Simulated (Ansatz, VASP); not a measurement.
**Co (Co strained to the junction's net): VASP beside Ansatz**

One calculation is typed for both programs; each brings its own data sets. How far apart do they land? The structure shown is the end of the Ansatz relaxation below.

Method: plane waves, with VASP 6.6.1 beside it; single point at PBE, in Ansatz 0.2.0.

### 1. Starting point

The structure is hexagonal, space group P6_3/mmc (No. 194). The conventional cell has a = 2.525 Å, b = 2.525 Å, c = 4.008 Å, α = 90.00°, β = 90.00°, γ = 120.00°. Co has 12 Co at 2.48 to 2.53 Å nearest.

### 2. Ansatz: relaxation, PBE

Ansatz runs on its default PAW (the set named soft_2) files.

This run makes the geometry at which the two programs are then compared.

File input.yaml:

```yaml
crystal:
  lattice:
    - [2.525, 0.0, 0.0]
    - [-1.2625, 2.1867141446, 0.0]
    - [0.0, 0.0, 3.9903473896]
  atoms:
    - { symbol: Co, position: [0.0, 0.0, 0.0], spin: 1.7 }
    - { symbol: Co, position: [0.3333333333, 0.6666666667, 0.5], spin: 1.7 }
magnetization:
  spin_polarized: true
kpoints:
  mp_grid: { grid: [18, 18, 8] }
scf:
  occupations: { method: fermi_dirac, width: 0.1 }
  max_iter: 150
hamiltonian:
  xc: pbe
relax:
  f_tol: 0.01
  max_steps: 40
  cell: { fix: [a, b, angles] }
```

Launch:

```
$ ansatz run input.yaml --threads 4 --pin off --max-ram 10240MiB --backend cpu --events-out ev --progress --plain --runs-dir out
```

Numbers of over 12 decimals in the logs are rounded to 6 here.

Output:

```text
Engine: ansatz 0.2.0, aarch64-unknown-linux-gnu
Pseudopotentials: kind: paw
Pseudopotential: Co, paw, valence charge 17, recommended cutoff 420 eV (normal), Co.paw.azcp
Functional definition: PBE
  parameter kappa = 0.804
  parameter beta = 0.066725
  exchange = pbe_x(kappa = kappa, mu = beta*pi^2/3)
  correlation = pbe_c(beta = beta)
Crystal: 2 atoms, lattice volume = 22.033 Å³
Basis set: ecut = 420 eV, 439 PW (Γ), exchange–correlation on 36×36×54 points (8 copies of the dense FFT grid, shifted against one another)
Bands: 23, of which v1, the nominal top of the filled ones, is band 17 counted from 1 (16 counted from 0)
Symmetry: 24 space group operations
Space group: P63/mmc (ITA 194), of the structure as read, at distance tolerance 2.8e-5 Å
Magnetic group: BNS 194.263 (UNI 1493), of the structure as read, at distance tolerance 2.8e-5 Å
k-points: 185 of 2592
Non-local potential: Co, projectors of the file, l = 0: 3, l = 1: 2, l = 2: 3, l = 3: 1
PAW form: soft (Blöchl's): semilocal exchange-correlation on the pseudo side does not see the compensation charge
PAW one-centre angular grid: Co, 590 points (default); XC on 64 Gauss nodes
Initial density: superposition of atomic densities (chi_scale 0.1, normalization cell)
Starting moments: Σ|m| = 3.4 μB on 2 of 2 sites
Initial wavefunctions: pseudopotential atomic-orbital guess
Functional: x = pbe(κ = 0.804, μ = 0.219515), c = pbe(β = 0.066725)
SCF iter   1: F=—  HF=-10251.688246 eV  |F-HF|=—  |Δ(HF+E_count)|=         —  Δρ=9.94e-2 (↑3.36e-2 ↓9.94e-2)  dr2=2.25e0  dr2_m=2.24e-1  M=3.257 μB ∫|m|=3.394 μB  β_m=0.30  ethr=3.10e-3  ⟨swp⟩=4.9  Hψ=31160  notcnv=0
Mixer restart at iter 1: flushing history
preconditioner: auto → none  [metal: Δε(μ)=0.010 eV  Ē_g=8.954 eV  σ=0.100 eV  W_gap=0.02  n_scr=8 (ndim 8)  ℏωp=33.6 eV  f_vac=0.000  D(μ)=2.07/eV (n_scr^D=22)  sad-step TF]
SCF iter   2: F=—  HF=-10251.000649 eV  |F-HF|=—  |Δ(HF+E_count)|=   6.88e-1  Δρ=4.47e-2 (↑2.12e-2 ↓4.47e-2)  dr2=1.42e-1  dr2_m=2.05e-1  M=3.304 μB ∫|m|=3.483 μB  β_m=0.37  ethr=3.10e-3  ⟨swp⟩=2.7  Hψ=16181  notcnv=0  defer=37
SCF iter   3: F=—  HF=-10251.639630 eV  |F-HF|=—  |Δ(HF+E_count)|=         —  Δρ=3.14e-2 (↑3.14e-2 ↓2.12e-2)  dr2=1.13e-2  dr2_m=1.37e-1  M=3.362 μB ∫|m|=3.602 μB  β_m=0.37  ethr=4.17e-4  ⟨swp⟩=2.0  Hψ=10680  notcnv=0  defer=37
Mixer restart at iter 3: flushing history
SCF iter   4: F=—  HF=-10251.963176 eV  |F-HF|=—  |Δ(HF+E_count)|=   3.24e-1  Δρ=2.02e-2 (↑2.02e-2 ↓1.04e-2)  dr2=1.08e-2  dr2_m=4.68e-2  M=3.323 μB ∫|m|=3.590 μB  β_m=0.64  ethr=3.31e-5  ⟨swp⟩=2.4  Hψ=16719  notcnv=0  defer=37
SCF iter   5: F=—  HF=-10252.304191 eV  |F-HF|=—  |Δ(HF+E_count)|=   3.41e-1  Δρ=2.24e-3 (↑2.11e-3 ↓2.24e-3)  dr2=1.54e-3  dr2_m=5.02e-4  M=3.242 μB ∫|m|=3.565 μB  β_m=0.82  ethr=3.17e-5  ⟨swp⟩=2.0  Hψ=17530  notcnv=0  defer=37
SCF iter   6: F=—  HF=-10252.322493 eV  |F-HF|=—  |Δ(HF+E_count)|=   1.83e-2  Δρ=5.58e-3 (↑5.27e-3 ↓5.58e-3)  dr2=1.47e-2  dr2_m=4.83e-5  M=3.224 μB ∫|m|=3.560 μB  β_m=0.54  ethr=4.52e-6  ⟨swp⟩=2.0  Hψ=16214  notcnv=0  defer=37  recentre
SCF iter   7: F=—  HF=-10252.321029 eV  |F-HF|=—  |Δ(HF+E_count)|=   1.46e-3  Δρ=9.17e-4 (↑7.72e-4 ↓9.17e-4)  dr2=3.42e-4  dr2_m=3.03e-5  M=3.223 μB ∫|m|=3.559 μB  β_m=0.77  ethr=4.52e-6  ⟨swp⟩=2.0  Hψ=15555  notcnv=0  defer=37
SCF iter   8: F=—  HF=-10252.322632 eV  |F-HF|=—  |Δ(HF+E_count)|=   1.60e-3  Δρ=7.40e-4 (↑4.67e-4 ↓7.40e-4)  dr2=1.88e-4  dr2_m=8.53e-6  M=3.217 μB ∫|m|=3.557 μB  β_m=0.88  ethr=1.01e-6  ⟨swp⟩=2.0  Hψ=11803  notcnv=0  defer=37
SCF iter   9: F=—  HF=-10252.322790 eV  |F-HF|=—  |Δ(HF+E_count)|=   1.58e-4  Δρ=2.44e-5 (↑1.67e-5 ↓2.44e-5)  dr2=1.89e-7  dr2_m=4.96e-9  M=3.215 μB ∫|m|=3.556 μB  β_m=0.85  ethr=5.53e-7  ⟨swp⟩=2.1  Hψ=12119  notcnv=0  defer=37
SCF iter  10: F=—  HF=-10252.322790 eV  |F-HF|=—  |Δ(HF+E_count)|=   3.69e-7  Δρ=8.14e-6 (↑8.14e-6 ↓5.91e-6)  dr2=6.47e-9  dr2_m=9.44e-10  M=3.215 μB ∫|m|=3.556 μB  β_m=0.78  ethr=5.55e-10  ⟨swp⟩=2.3  Hψ=14896  notcnv=0  defer=37
SCF iter  11: F=-10252.322790 eV  HF=-10252.322790 eV  |F-HF|=1.49e-9  |Δ(HF+E_count)|=  3.46e-10  Δρ=3.52e-6 (↑3.52e-6 ↓3.15e-6)  dr2=2.16e-9  dr2_m=1.25e-10  M=3.215 μB ∫|m|=3.556 μB  ethr=1.90e-11  ⟨swp⟩=2.0  Hψ=23173  notcnv=0
SCF 1 converged in 11 iterations: F = -10252.322790 eV  dr2 = 2.16e-9
  greatest PAW one-centre occupation: 1.001 electrons in one spin orbital (limit 2), on the Co atom at site 1 (counted from 0), in its partial waves of l = 1
relax step   1: F+E_penalty+E_count = -10252.32278996 eV  Δ(F+E_penalty+E_count) = +0.000e0 eV  max|allowed force component| = 1.850e-17 eV/Å  Δτ_max = 0.0000 Å  P = -2.800 GPa  Ω = 22.033 Å³  fix = [a, b, alpha, beta, gamma]  reactions: a -5.065, b -5.065 GPa  (11 SCF iters, dr2 threshold 1.00e-7 eV, accepted)
[...]
relax step   2: F+E_penalty+E_count = -10252.32310720 eV  Δ(F+E_penalty+E_count) = -3.172e-4 eV  max|allowed force component| = 5.320e-17 eV/Å  Δτ_max = 0.0000 Å  P = -3.219 GPa  Ω = 22.077 Å³  energy of the carried Pulay correction = -4.998e-5 eV  fix = [a, b, alpha, beta, gamma]  reactions: a -5.290, b -5.290 GPa  (6 SCF iters, dr2 threshold 2.00e-7 eV, accepted)
[...]
relax step   3: F+E_penalty+E_count = -10252.32319786 eV  Δ(F+E_penalty+E_count) = -9.067e-5 eV  max|allowed force component| = 3.816e-17 eV/Å  Δτ_max = 0.0000 Å  P = -3.692 GPa  Ω = 22.128 Å³  energy of the carried Pulay correction = -1.071e-4 eV  fix = [a, b, alpha, beta, gamma]  reactions: a -5.544, b -5.544 GPa  (6 SCF iters, dr2 threshold 2.00e-7 eV, accepted)
[...]
relax step   4: F+E_penalty+E_count = -10252.32331304 eV  Δ(F+E_penalty+E_count) = -1.152e-4 eV  max|allowed force component| = 3.816e-17 eV/Å  Δτ_max = 0.0000 Å  P = -3.685 GPa  Ω = 22.128 Å³  fix = [a, b, alpha, beta, gamma]  reactions: a -5.541, b -5.541 GPa  stress off target by 2.57e-2 GPa on what of the cell is left free  SCF on the basis re-selected at this cell (its energy is not comparable with the rows above)  (7 SCF iters)
basis re-selected at this cell: Δ(F+E_penalty+E_count) = -1.152e-4 eV, ΔP = +0.007 GPa vs the last step (what re-selecting the basis moved, of the pressure what is left beyond the Pulay correction that the steps carried, after the strain that the cell walked since its last selection, with what the two solves' SCF thresholds leave and, on support functions, any second-order correction that the steps lacked; it is no m [...]
SCF converged after 7 iterations
Magnetization: 3.2238 μB (18.6119 up, 15.3881 down)
Absolute magnetization: 3.5675 μB (∫|ρ↑−ρ↓|, with the PAW one-centre terms)
Spin contamination: 0.0596 ħ² per cell (⟨S²⟩ above its minimum at these occupations)
Per-site moments (μB) at R_I (Å): [(1.691154, 1.022170), (1.691154, 1.022170)]
Free energy (F): -10252.323313 eV
Harris-Foulkes:  -10252.323313 eV  (|F-HF|=7.28e-12)
Internal energy: -10252.262158 eV  (E = F + TS)
E sigma→0 (E₀):  -10252.292735 eV
Entropy (-TS):   -0.061155 eV (-30.578 meV/atom)
Fermi energy:    18.261541 eV
--- Per-component energies (eV) ---
  E_band       = -501.583065
  E_kinetic    = 906.137596
  E_local      = -5722.077365  (includes V_loc(G=0)·N_el)
  E_nonlocal   = 908.466416
  E_hartree    = 2396.297081
  E_xc         = -317.580764
  E_vxc        = -409.786547  (∫ρ·V_xc dr)
  E_paw        = -3030.268133  (= ΣΔE_a)
  E_vpaw       = -976.917648  (= ΣTr[D̂ρ^β])
  E_aug_tail   = 0.000149  (compensation charges beyond the density's cutoff)
  E_ewald      = -5393.237136
  E_smearing   = -0.061155  (= −TS)
  E_closure    = -0.000000  (closes the sum)
  Σ components = -10252.323313   (vs F -10252.323313, Δ=0.00e0)
--- Forces (eV/Å), atoms counted from 1 ---
  atom   1  Co     0.00000000    -0.00000000    -0.00000000
  atom   2  Co    -0.00000000     0.00000000     0.00000000
  max |Σ_I F_I| component: 4.63e-18 eV/Å
--- Stress (GPa, compression-positive) ---
       -5.540630      -0.000000       0.000000
       -0.000000      -5.540630      -0.000000
        0.000000      -0.000000       0.025744
  P = ⅓ Tr σ = -3.6852 GPa (-36.852 kbar)
--- Relaxed structure (3 steps of the walk, 3 accepted, 1 SCFs on fresh bases) ---
  F+E_penalty+E_count = -10252.32331304 eV   max|allowed force component| = 3.816e-17 eV/Å   (the final SCF, on the basis selected at the relaxed cell)
  cell:  # Å, volume = 22.1278 Å³
    - [2.525000, 0, 0]
    - [-1.262500, 2.186714, 0]
    - [0, 0, 4.007598]
  atoms:
    - { symbol: Co, position: [9.25185853962003e-18, -5.08852219630634e-17, 0] }
    - { symbol: Co, position: [0.333333, 0.666667, 0.500000] }
```

### 3. VASP: single point, PBE

The same cell, functional, mesh and smearing now go to VASP, with its own data sets.

Lines of VASP's logs that name or quote its potential files are left out, and so is its time.

File INCAR:

```
SYSTEM = Co
PREC = Accurate
ENCUT = 600
EDIFF = 1E-06
NELM = 200
ISMEAR = -1
SIGMA = 0.1
LREAL = .FALSE.
ALGO = Normal
GGA = PE
NBANDS = 18
ISPIN = 2
MAGMOM = 1.69 1.69
LASPH = .TRUE.
LMAXMIX = 4
LORBIT = 11
LWAVE = .FALSE.
LCHARG = .FALSE.
ISIF = 2
GGA_COMPAT = .FALSE.
```

File POSCAR:

```
Co
1.0
    2.5250000000      0.0000000000      0.0000000000
   -1.2625000000      2.1867141446      0.0000000000
    0.0000000000      0.0000000000      4.0075984546
Co
2
Direct
    0.0000000000      0.0000000000      0.0000000000
    0.3333333333      0.6666666667      0.5000000000
```

File KPOINTS:

```
Automatic mesh
0
Gamma
18 18 8
0 0 0
```

The projector-augmented-wave data sets are Co (PBE family, release 64).

Launch:

```
$ mpirun -np 1 vasp_std
```

Output:

```text
[banner, memory and clock lines left out]
running    1 mpi-ranks, on    1 nodes
 distrk:  each k-point on    1 cores,    1 groups
 distr:  one band on    1 cores,    1 groups

 POSCAR found type information on POSCAR Co
 POSCAR found :  1 types and       2 ions
 LDA part: xc-table for (Slater+PW92), standard interpolation
 POSCAR, INCAR and KPOINTS ok, starting setup
 FFT: planning ... GRIDC
 FFT: planning ... GRID_SOFT
 FFT: planning ... GRID
 WAVECAR not read
 entering main loop
       N       E                     dE             d eps       ncg     rms          rms(c)
DAV:   1     0.906134474120E+02    0.90613E+02   -0.84687E+03 13848   0.142E+03
DAV:   2    -0.121846546114E+02   -0.10280E+03   -0.93375E+02 13358   0.241E+02
DAV:   3    -0.161710198581E+02   -0.39864E+01   -0.38449E+01 14850   0.615E+01
DAV:   4    -0.162390265941E+02   -0.68007E-01   -0.67946E-01 17110   0.666E+00
DAV:   5    -0.162406215623E+02   -0.15950E-02   -0.15948E-02 15424   0.906E-01    0.145E+01
DAV:   6    -0.145629482849E+02    0.16777E+01   -0.95099E+00 14182   0.640E+01    0.755E+00
DAV:   7    -0.141179713021E+02    0.44498E+00   -0.15386E+00 15266   0.239E+01    0.371E+00
DAV:   8    -0.141035680879E+02    0.14403E-01   -0.19530E-02 17346   0.143E+00    0.180E+00
DAV:   9    -0.140886715557E+02    0.14897E-01   -0.38245E-03 20616   0.107E+00    0.589E-01
DAV:  10    -0.140888993483E+02   -0.22779E-03   -0.61644E-04 17982   0.338E-01    0.276E-01
DAV:  11    -0.140888753493E+02    0.23999E-04   -0.23255E-04 18726   0.248E-01    0.284E-02
DAV:  12    -0.140888726861E+02    0.26631E-05   -0.16436E-05 14040   0.379E-02    0.166E-02
DAV:  13    -0.140888713745E+02    0.13116E-05   -0.21206E-06 12150   0.202E-02    0.108E-02
DAV:  14    -0.140888714152E+02   -0.40752E-07   -0.89588E-07  9388   0.950E-03
   1 F= -.14088871E+02 E0= -.14057920E+02  d E =-.619022E-01  mag=     3.2083
```

OUTCAR, selected parts (step 3):

```text
ion  position               nearest neighbor table
   1  0.000  0.000  0.000-   2 2.48   2 2.48   2 2.48   2 2.48   2 2.48   2 2.48
   2  0.333  0.667  0.500-   1 2.48   1 2.48   1 2.48   1 2.48   1 2.48   1 2.48

  LATTYP: Found a hexagonal cell.
 ALAT       =     2.5250000000
 C/A-ratio  =     1.5871677048

 Subroutine GETGRP returns: Found 24 space group operations
 (whereof 12 operations were pure point group operations)

The static configuration has the point symmetry D_3h.
 The point group associated with its full space group is D_6h.

 Found    185 irreducible k-points:

   k-points           NKPTS =    185   k-points in BZ     NKDIM =    185   number of bands    NBANDS=     18

   dimension x,y,z NGX =    20 NGY =   20 NGZ =   32
   dimension x,y,z NGXF=    40 NGYF=   40 NGZF=   64

   ENCUT  =  600.0 eV  44.10 Ry    6.64 a.u.   5.04  5.04  8.00*2*pi/ulx,y,z

   NELECT =      18.0000    total number of electrons

 k-points in reciprocal lattice and weights: Automatic mesh
   0.00000000  0.00000000  0.00000000       0.000
   0.05555556  0.00000000  0.00000000       0.002
   0.11111111  0.00000000  0.00000000       0.002
   0.16666667  0.00000000  0.00000000       0.002
   0.22222222  0.00000000  0.00000000       0.002
   0.27777778  0.00000000  0.00000000       0.002
   0.33333333  0.00000000  0.00000000       0.002
   0.38888889  0.00000000  0.00000000       0.002
   0.44444444  0.00000000  0.00000000       0.002
[...]
0.33333333  0.27777778  0.50000000       0.005
   0.33333333  0.33333333  0.50000000       0.001

 average (electrostatic) potential at core
       1 -78.5519       2 -78.5519

 E-fermi :   9.9790

 spin component 1
 k-point     1 :       0.0000    0.0000    0.0000
  band No.  band energies     occupation
    ...
      7       7.7382      1.00000
      8       8.0055      1.00000
      9       8.0055      1.00000
     10       9.1422      0.99977
     11       9.1422      0.99977
     12      10.1309      0.17967
     13      16.4420      0.00000
     14      31.5466      0.00000
     15      33.7587      0.00000
     16      33.7587      0.00000
    ...

 k-point     2 :       0.0556    0.0000    0.0000
  band No.  band energies     occupation
    ...
      7       7.7803      1.00000
      8       7.9560      1.00000
      9       7.9740      1.00000
     10       8.7317      1.00000
     11       9.1568      0.99973
     12      10.6659      0.00104
     13      16.4610      0.00000
     14      30.6763      0.00000
     15      32.3396      0.00000
     16      32.5327      0.00000
    ...

 k-point     3 :       0.1111    0.0000    0.0000
  band No.  band energies     occupation
    ...
      7       7.7688      1.00000
      8       7.8881      1.00000
      9       7.9031      1.00000
     10       8.2568      1.00000
     11       9.1940      0.99961
     12      11.5965      0.00000
     13      16.5223      0.00000
     14      28.3430      0.00000
     15      30.9120      0.00000
     16      31.5979      0.00000
    ...

 k-point     4 :       0.1667    0.0000    0.0000
  band No.  band energies     occupation
    ...
      7       7.8277      1.00000
      8       7.9564      1.00000
      9       8.0438      1.00000
     10       8.0956      1.00000
     11       9.2409      0.99938
     12      12.6572      0.00000
     13      16.6372      0.00000
     14      25.7920      0.00000
     15      29.3817      0.00000
     16      31.0309      0.00000
    ...

 k-point     5 :       0.2222    0.0000    0.0000
  band No.  band energies     occupation
    ...
      7       7.9144      1.00000
      8       8.1113      1.00000
      9       8.2040      1.00000
     10       8.3398      1.00000
     11       9.2865      0.99902
     12      13.8121      0.00000
     13      16.8148      0.00000
     14      23.3206      0.00000
     15      27.9900      0.00000
     16      30.3614      0.00000
    ...

 k-point     6 :       0.2778    0.0000    0.0000
  band No.  band energies     occupation
    ...
      7       7.8018      1.00000
      8       8.4267      1.00000
      9       8.5365      1.00000
     10       8.6122      1.00000
     11       9.3249      0.99856
     12      15.0469      0.00000
     13      17.0194      0.00000
     14      21.0616      0.00000
     15      26.7678      0.00000
     16      28.7789      0.00000
    ...

  Total       -0.8520784     -0.8520784     -0.1250838      0.0000000     -0.0000000      0.0000000
  in kB      -61.6953672    -61.6953672     -9.0567871      0.0000000     -0.0000000      0.0000000
  external PRESSURE =     -44.1491738 kB  Pullay stress =       0.0000000 kB

  energy-cutoff  :      600.00
  volume of cell :       22.13
      direct lattice vectors                 reciprocal lattice vectors
     2.525000000  0.000000000  0.000000000     0.396039604  0.228653572  0.000000000
    -1.262500000  2.186714145  0.000000000     0.000000000  0.457307144  0.000000000
     0.000000000  0.000000000  4.007598455     0.000000000  0.000000000  0.249525997

 POSITION                                       TOTAL-FORCE (eV/Angst)
 -----------------------------------------------------------------------------------
      0.00000      0.00000      0.00000         0.000000      0.000000      0.000000
     -0.00000      1.45781      2.00380        -0.000000      0.000000      0.000000
 -----------------------------------------------------------------------------------
    total drift:                                0.000000     -0.000000     -0.000000

  FREE ENERGIE OF THE ION-ELECTRON SYSTEM (eV)
  ---------------------------------------------------
  free  energy   TOTEN  =       -14.0888714152 eV

  energy  without entropy=      -14.0269692616  energy(sigma->0) =      -14.05792034

 total charge
# of ion       s       p       d       tot
------------------------------------------
    1        0.480   0.504   7.253   8.237
    2        0.480   0.504   7.253   8.237
--------------------------------------------------
tot          0.960   1.007  14.506  16.474

 magnetization (x)
# of ion       s       p       d       tot
------------------------------------------
    1       -0.015  -0.054   1.698   1.628
    2       -0.015  -0.054   1.698   1.628
--------------------------------------------------
tot         -0.030  -0.109   3.395   3.256

[... 6 further parts left out ...]
```

The run ends at a pressure of -4.41 GPa.

### 4. Side by side

Known differences besides the potentials themselves: VASP starts from the moments at which Ansatz ended; the data sets hold 34 valence electrons in Ansatz (on its default PAW (the set named soft_2) files) and 18 in VASP; the cutoff is 420 eV in Ansatz and 600 eV in VASP; Ansatz's pressure holds a Pulay correction, VASP's none; site moments are counted in spheres of each program's own size. Total energies have different zeros and are not compared.

The two programs side by side:

```csv
quantity,Ansatz,VASP,difference
pressure (GPa),-3.69,-4.41,+0.73
total moment (μB),3.22,3.21,+0.02
moment on Co1 (μB),1.69,1.63,+0.06
moment on Co2 (μB),1.69,1.63,+0.06
```

### 5. Results

| Item | Value |
| --- | --- |
| difference in total moment (single point, PBE) | 0.016 μB |
| difference in pressure (single point, PBE) | 0.73 GPa |

The difference in pressure is 0.73 GPa (single point, PBE), within the 1 GPa picked in this series as the mark of a large difference. The data sets hold unlike numbers of valence electrons (34 in Ansatz and 18 in VASP), so part of the differences comes from the potentials. How closely two codes agree says nothing of how well the functional describes the real material.

[Lines on the potential files, build, host, timing and source positions are cut from VASP's logs without a mark.]

[Logs are printed without paths, hosts, clocks, repeated set-up lines and the standing remarks that a program may print on its own settings, such as how far it seeks lower states.]

[Hosts, paths, dates, database ids (printed as entryN), source tags and the programs' standing remarks are cut or masked in the printed files.]
